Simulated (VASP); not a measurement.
# Fe on the In site in InSe, part 6 of 9

Aim: the formation energy and local structure of Fe on the In site in InSe. The start is a cell from a database of measured crystal structures.

VASP 6.6.1, plane waves and PAW; the level of theory is named at each step.

So far. Step 6 (Reference In): The run ended after 10 ionic steps, 0.002 eV below its first step, once forces and stress met EDIFFG = -0.02. Step 6 (Reference In): Energy at zero smearing: -2.97124 eV.

The database entry behind the starting cell differs from later determinations by our own check (c about 1.7 % long), so it need not match the best structure at ambient conditions.

## 7. Reference Se

This step: PBEsol; plane waves and PAW (Se) (VASP 6.6.1).

System of this step: Se. The structure is trigonal, space group P3_121 (No. 152). Conventional cell: a = 4.505 Å, b = 4.505 Å, c = 4.979 Å, α = 90.00°, β = 90.00°, γ = 120.00°. Nearest to Se lie 2 Se at 2.38 Å.

Se is not exchanged here; its energy serves the host's formation enthalpy.

The input, INCAR:

```
SYSTEM = Se
PREC = Normal
ENCUT = 300
EDIFF = 1E-05
NELM = 120
ISMEAR = 0
SIGMA = 0.1
LREAL = Auto
ALGO = Fast
GGA = PS
NBANDS = 15
LORBIT = 11
LWAVE = .FALSE.
LCHARG = .FALSE.
KPAR = 4
LASPH = .TRUE.
IBRION = 2
NSW = 25
ISIF = 3
EDIFFG = -0.02
POTIM = 0.4
```

The input, POSCAR:

```
Se
1.0
    4.5048207049      0.0000000000      0.0000000000
   -2.2524103524      3.9012891699      0.0000000000
    0.0000000000      0.0000000000      4.9787963167
Se
3
Direct
    0.2178929800      0.0000000000      0.3333333300
    0.0000000000      0.2178929800      0.6666666700
    0.7821070200      0.7821070200      0.0000000000
```

The input, KPOINTS:

```
Automatic mesh
0
Gamma
7 7 6
0 0 0
```

The projector-augmented-wave data sets are Se (PBE family, release 64).

Started as:

```console
$ mpirun -np 4 vasp_std
```

The program printed:

```text
[banner, memory and clock lines left out]
running    4 mpi-ranks, on    1 nodes
 distrk:  each k-point on    1 cores,    4 groups
 distr:  one band on    1 cores,    1 groups

 POSCAR found type information on POSCAR Se
 POSCAR found :  1 types and       3 ions
 [... a notice as in an earlier step ...]

 [... a notice as in an earlier step ...]

 LDA part: xc-table for (Slater+PW92), standard interpolation
 POSCAR, INCAR and KPOINTS ok, starting setup
 FFT: planning ... GRIDC
 FFT: planning ... GRID_SOFT
 FFT: planning ... GRID
 WAVECAR not read
 entering main loop
       N       E                     dE             d eps       ncg     rms          rms(c)
DAV:   1     0.613584892482E+02    0.61358E+02   -0.52524E+03  1200   0.637E+02
DAV:   2    -0.772800234981E+01   -0.69086E+02   -0.66274E+02  1613   0.136E+02
DAV:   3    -0.115202390360E+02   -0.37922E+01   -0.37810E+01  1410   0.368E+01
DAV:   4    -0.115448072236E+02   -0.24568E-01   -0.24562E-01  1613   0.353E+00
DAV:   5    -0.115450035490E+02   -0.19633E-03   -0.19632E-03  1452   0.298E-01    0.681E+00
RMM:   6    -0.114676054402E+02    0.77398E-01   -0.34969E-02  1200   0.109E+00    0.411E+00
RMM:   7    -0.114370275704E+02    0.30578E-01   -0.73453E-02  1205   0.173E+00    0.199E-01
RMM:   8    -0.114364237556E+02    0.60381E-03   -0.65027E-03  1200   0.566E-01    0.409E-02
RMM:   9    -0.114364904644E+02   -0.66709E-04   -0.57163E-04  1200   0.180E-01    0.353E-02
RMM:  10    -0.114365080258E+02   -0.17561E-04   -0.93733E-05  1188   0.707E-02    0.207E-02
RMM:  11    -0.114365087290E+02   -0.70323E-06   -0.27605E-05   925   0.346E-02
   1 F= -.11436509E+02 E0= -.11436509E+02  d E =-.114365E+02
 curvature:   0.00 expect dE= 0.000E+00 dE for cont linesearch  0.000E+00
 trial: gam= 0.00000 g(F)=  0.442E-02 g(S)=  0.685E-02 ort = 0.000E+00 (trialstep = 0.100E+01)
 search vector abs. value=  0.113E-01
 bond charge predicted
       N       E                     dE             d eps       ncg     rms          rms(c)
DAV:   1    -0.114613292894E+02   -0.24821E-01   -0.52060E-01  1228   0.387E+00    0.506E-01
RMM:   2    -0.114508433943E+02    0.10486E-01   -0.19213E-02  1200   0.805E-01    0.265E-01
RMM:   3    -0.114474149476E+02    0.34284E-02   -0.12734E-02  1200   0.582E-01    0.848E-02
RMM:   4    -0.114475036814E+02   -0.88734E-04   -0.83437E-04  1200   0.196E-01    0.557E-02
RMM:   5    -0.114475237355E+02   -0.20054E-04   -0.14374E-04  1200   0.751E-02    0.246E-02
RMM:   6    -0.114475268692E+02   -0.31336E-05   -0.19260E-05   910   0.298E-02
   2 F= -.11447527E+02 E0= -.11447527E+02  d E =-.110181E-01
[... from here on, the cycles between the ionic steps are left out ...]
   3 F= -.11476631E+02 E0= -.11476631E+02  d E =-.401223E-01
   4 F= -.11501616E+02 E0= -.11501616E+02  d E =-.651070E-01
   5 F= -.11504865E+02 E0= -.11504865E+02  d E =-.324961E-02
   6 F= -.11513678E+02 E0= -.11513678E+02  d E =-.120619E-01
   7 F= -.11527111E+02 E0= -.11527111E+02  d E =-.254952E-01
   8 F= -.11538308E+02 E0= -.11538308E+02  d E =-.366919E-01
   9 F= -.11545396E+02 E0= -.11545396E+02  d E =-.708865E-02
  10 F= -.11553166E+02 E0= -.11553166E+02  d E =-.148581E-01
  11 F= -.11553167E+02 E0= -.11553167E+02  d E =-.148597E-01
  12 F= -.11553182E+02 E0= -.11553182E+02  d E =-.148740E-01
  13 F= -.11553183E+02 E0= -.11553183E+02  d E =-.148756E-01
  14 F= -.11554044E+02 E0= -.11554044E+02  d E =-.860935E-03
  15 F= -.11556215E+02 E0= -.11556215E+02  d E =-.303133E-02
  16 F= -.11558710E+02 E0= -.11558710E+02  d E =-.552700E-02
  17 F= -.11559021E+02 E0= -.11559021E+02  d E =-.583723E-02
  18 F= -.11559283E+02 E0= -.11559283E+02  d E =-.262940E-03
  19 F= -.11559324E+02 E0= -.11559324E+02  d E =-.303543E-03
  20 F= -.11559532E+02 E0= -.11559532E+02  d E =-.207763E-03
 ZBRENT: can't locate minimum, use default step
 trial-energy change:   -0.000208  1 .order   -0.000212   -0.000223   -0.000200
 step:   2.1524(harm=  5.0645)  dis= 0.00472  next Energy=   -11.560376 (dE=-0.105E-02)
 bond charge predicted
       N       E                     dE             d eps       ncg     rms          rms(c)
DAV:   1    -0.115616986618E+02   -0.21677E-02   -0.99337E-02  1214   0.173E+00    0.207E-01
RMM:   2    -0.115604578899E+02    0.12408E-02   -0.38341E-03  1200   0.383E-01    0.109E-01
RMM:   3    -0.115599572179E+02    0.50067E-03   -0.14862E-03  1200   0.214E-01    0.403E-02
RMM:   4    -0.115599629604E+02   -0.57425E-05   -0.15303E-04  1200   0.804E-02    0.219E-02
RMM:   5    -0.115599653680E+02   -0.24076E-05   -0.14931E-05   858   0.254E-02
  21 F= -.11559965E+02 E0= -.11559965E+02  d E =-.641317E-03
 curvature:  -3.33 expect dE=-0.247E-03 dE for cont linesearch -0.129E-03
 trial: gam=-0.21465 g(F)=  0.177E-04 g(S)=  0.564E-04 ort = 0.190E-03 (trialstep = 0.861E+00)
 search vector abs. value=  0.355E-04
 reached required accuracy - stopping structural energy minimisation
```

The job ended after 44 s (4 MPI ranks of Intel Xeon Platinum 8488C (Sapphire Rapids), shared host; peak memory 0.61 GiB).

Parts of OUTCAR (step 7):

```text
   k-points           NKPTS =     40   k-points in BZ     NKDIM =     40   number of bands    NBANDS=     15

   ENCUT  =  300.0 eV  22.05 Ry    4.70 a.u.   6.36  6.36  7.03*2*pi/ulx,y,z

   NELECT =      18.0000    total number of electrons

 E-fermi :   4.1385

 k-point     1 :       0.0000    0.0000    0.0000
  band No.  band energies     occupation
    ...
      5       0.2918      2.00000
      6       0.2918      2.00000
      7       1.8391      2.00000
      8       1.8391      2.00000
      9       3.1841      2.00000
     10       5.1507      0.00000
     11       5.1507      0.00000
     12       5.7772      0.00000
     13       9.9845      0.00000
     14       9.9845      0.00000
    ...

  Total       -0.0337608     -0.0337608     -0.0459032     -0.0000000     -0.0000000     -0.0000000
  in kB       -0.7467036     -0.7467036     -1.0152622     -0.0000000     -0.0000000     -0.0000000
  external PRESSURE =      -0.8362231 kB  Pullay stress =       0.0000000 kB

 POSITION                                       TOTAL-FORCE (eV/Angst)
 -----------------------------------------------------------------------------------
      1.00417     -0.00000      1.71246         0.012375     -0.000000     -0.000000
      3.53299      0.86963      3.42492        -0.006188      0.010717      0.000000
      1.51546      2.62485     -0.00000        -0.006188     -0.010717      0.000000
 -----------------------------------------------------------------------------------
    total drift:                                0.000002     -0.000005      0.000000

  FREE ENERGIE OF THE ION-ELECTRON SYSTEM (eV)
  ---------------------------------------------------
  free  energy   TOTEN  =       -11.5599653680 eV

  energy  without entropy=      -11.5599653680  energy(sigma->0) =      -11.55996537

[... 1 part as in an earlier step ...]

[... 15 further parts left out ...]
```

CONTCAR:

```
Se
   1.00000000000000
     4.0350772463153950   -0.0000000000057993   -0.0000000000000000
    -2.0175386231179342    3.4944794015185194    0.0000000000000000
    -0.0000000000000000    0.0000000000000000    5.1373750180724898
  Se
     3
Direct
     0.2488589824916581    0.0000000000000163    0.3333333300000021
     0.9999999999999973    0.2488589824916206    0.6666666699999979
     0.7511410175083443    0.7511410175083630    0.0000000000000000
```

The run keeps the 6 symmetry operations of its start, so it cannot find a distortion of lower symmetry.

Relaxation path:

```tsv
step	energy less that of the first step (eV)	largest force (eV/Å)	pressure (GPa)	volume (Å³)
1	0.0000	0.1953	-0.69	87.50
2	-0.0110	0.2177	-0.53	86.24
3	-0.0401	0.3025	0.15	82.52
4	-0.0651	0.4970	2.38	75.35
5	-0.0684	0.4762	2.32	75.14
6	-0.0772	0.4146	2.17	74.50
7	-0.0906	0.3040	2.07	73.23
8	-0.1018	0.1336	2.07	70.70
9	-0.1089	0.0801	1.43	71.37
10	-0.1167	0.0572	0.01	73.06
11	-0.1167	0.0702	-0.18	73.24
12	-0.1167	0.0667	-0.16	73.19
13	-0.1167	0.0626	-0.11	73.14
14	-0.1175	0.0533	-0.10	73.12
15	-0.1197	0.0264	-0.06	73.07
16	-0.1222	0.0247	0.01	72.96
17	-0.1225	0.0507	0.04	72.90
18	-0.1228	0.0251	-0.12	72.94
19	-0.1228	0.0101	-0.23	72.97
20	-0.1230	0.0111	-0.20	72.83
21	-0.1235	0.0124	-0.08	72.44
```

```tsv
conventional cell, symmetrised	before	after	change
a (Å)	4.505	4.035	-10.4 %
b (Å)	4.505	4.035	-10.4 %
c (Å)	4.979	5.137	+3.2 %
volume (Å³/atom)	29.17	24.15	-17.2 %
```

The atoms that moved most (Å, as changes of fractional coordinates times the final cell):

```tsv
atom	dx	dy	dz	length
Se1	0.125	0.000	0.000	0.125
Se3	-0.062	-0.108	0.000	0.125
Se2	-0.062	0.108	0.000	0.125
```

The relaxed structure:

```xyz
3
Lattice="4.0351 0.0000 0.0000 -2.0175 3.4945 0.0000 0.0000 0.0000 5.1374" Properties=species:S:1:pos:R:3 pbc="T T T"
Se    1.0042    0.0000    1.7125
Se   -0.5021    0.8696    3.4249
Se    1.5155    2.6248    0.0000
```

This step gave:

- electronic cycles: 107
- electrons: 18
- free energy (TOTEN): -11.56 eV
- Fermi energy: 4.138 eV
- labelled metallic, from the levels on this mesh: no
- gap on the k-mesh: 0.8927 eV
- least direct gap on the k-mesh: 1.103 eV

The run ended after 21 ionic steps, 0.123 eV below its first step, once forces and stress met EDIFFG = -0.02.

Energy at zero smearing: -11.55997 eV.

(Continued in part 7 of 9.)

[Lines on the potential files, build, host, timing and source positions are cut from VASP's logs without a mark.]

[Logs are printed without paths, hosts, clocks, repeated set-up lines and the standing remarks that a program may print on its own settings, such as how far it seeks lower states.]

[Hosts, paths, dates, database ids (printed as entryN), source tags and the programs' standing remarks are cut or masked in the printed files.]

[In band tables of VASP the shares of atoms and orbitals are scaled to a sum of 1 inside the atoms' spheres.]

[Runs that stopped without an error message from VASP are left out.]
